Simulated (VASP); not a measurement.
Computed with optB88-vdW, VASP's PBE PAW potentials (set 64) (plane waves; VASP).

The input files of a VASP run:

### KPOINTS
```
k-points along high-symmetry lines
15
Line-mode
Reciprocal
  0.000000   0.000000   0.000000 ! GAMMA
  0.500000   0.000000   0.500000 ! X

  0.500000   0.000000   0.500000 ! X
  0.625000   0.250000   0.625000 ! U

  0.375000   0.375000   0.750000 ! K
  0.000000   0.000000   0.000000 ! GAMMA

  0.000000   0.000000   0.000000 ! GAMMA
  0.500000   0.500000   0.500000 ! L

  0.500000   0.500000   0.500000 ! L
  0.500000   0.250000   0.750000 ! W

  0.500000   0.250000   0.750000 ! W
  0.500000   0.000000   0.500000 ! X
```

**POSCAR**
```
PbTe
6.5521850
  0.0000000000   0.5000000045   0.5000000045
  0.5000000045   0.0000000000   0.5000000045
  0.5000000045   0.5000000045   0.0000000000
Te Pb
1 1
Cartesian
  0.5000000045   0.5000000045   0.5000000045
  0.0000000000   0.0000000000   0.0000000000
```

INCAR:
```
SYSTEM = PbTe
PREC = Accurate
ENCUT = 520
EDIFF = 1E-7
NELM = 100
ALGO = Normal
LREAL = .FALSE.
LASPH = .TRUE.
ISMEAR = 0
SIGMA = 0.05
GGA = BO
PARAM1 = 0.1833333333
PARAM2 = 0.22
LUSE_VDW = .TRUE.
AGGAC = 0.0
LMAXMIX = 4
LWAVE = .FALSE.
LCHARG = .FALSE.
LORBIT = 11
ICHARG = 11
```

POTCAR, in this order: Te Pb_d (PBE.64 set). Program: vasp_std. Read from the step before: CHGCAR.

Output of the run:

OSZICAR:
```
       N       E                     dE             d eps       ncg     rms          rms(c)
DAV:   1     0.157355875458E+03    0.15736E+03   -0.92778E+03  2528   0.136E+03
DAV:   2     0.844726408276E+01   -0.14891E+03   -0.14587E+03  2634   0.334E+02
DAV:   3    -0.250859161057E+01   -0.10956E+02   -0.10772E+02  3438   0.976E+01
DAV:   4    -0.278531187387E+01   -0.27672E+00   -0.27660E+00  2960   0.191E+01
DAV:   5    -0.279596318269E+01   -0.10651E-01   -0.10651E-01  3588   0.326E+00
DAV:   6    -0.279647714720E+01   -0.51396E-03   -0.51396E-03  3372   0.605E-01
DAV:   7    -0.279648077287E+01   -0.36257E-05   -0.36257E-05  3624   0.542E-02
DAV:   8    -0.279648084509E+01   -0.72214E-07   -0.72233E-07  3008   0.763E-03
   1 F= -.27964808E+01 E0= -.27964808E+01  d E =-.659210E-13
```

**OUTCAR**
```
 val. band max:        4.9478209326   @ k =   0.5000   0.5000   0.5000

 cond. band min:       5.7860270043   @ k =   0.5000   0.5000   0.5000



 k-point     1 :       0.0000    0.0000    0.0000
  band No.  band energies     occupation
      1     -11.6933      2.00000
      2     -11.6933      2.00000
      3     -11.6840      2.00000
      4     -11.6840      2.00000
      5     -11.6840      2.00000
      6      -6.7360      2.00000
      7      -0.8565      2.00000
      8       3.7862      2.00000
      9       3.7862      2.00000
     10       3.7862      2.00000
     11       8.9185      0.00000
     12       8.9185      0.00000
     13       8.9185      0.00000
     14      10.9636      0.00000

 k-point     2 :       0.0357    0.0000    0.0357
  band No.  band energies     occupation
      1     -11.6937      2.00000
      2     -11.6932      2.00000
      3     -11.6841      2.00000
      4     -11.6838      2.00000
      5     -11.6838      2.00000
      6      -6.7223      2.00000
      7      -0.8987      2.00000
      8       3.7648      2.00000
      9       3.7648      2.00000
     10       3.8603      2.00000
     11       8.6926      0.00000
     12       8.9190      0.00000
     13       8.9190      0.00000
     14      10.8647      0.00000

 k-point     3 :       0.0714    0.0000    0.0714
  band No.  band energies     occupation
      1     -11.6949      2.00000
      2     -11.6928      2.00000
      3     -11.6844      2.00000
      4     -11.6830      2.00000
      5     -11.6830      2.00000
      6      -6.6811      2.00000
      7      -1.0157      2.00000
      8       3.7024      2.00000
      9       3.7024      2.00000
     10       4.0668      2.00000
     11       8.1521      0.00000
     12       8.9259      0.00000
     13       8.9259      0.00000
     14      10.6295      0.00000

 k-point     4 :       0.1071    0.0000    0.1071
  band No.  band energies     occupation
      1     -11.6970      2.00000
...
```

The density is held fixed in this step, so its total energy and stress have no physical meaning. Unless said otherwise, spin-orbit coupling is left out, though it shifts the bands of the heavy elements here.

The compound is PbTe in the rock salt structure. It was relaxed first.
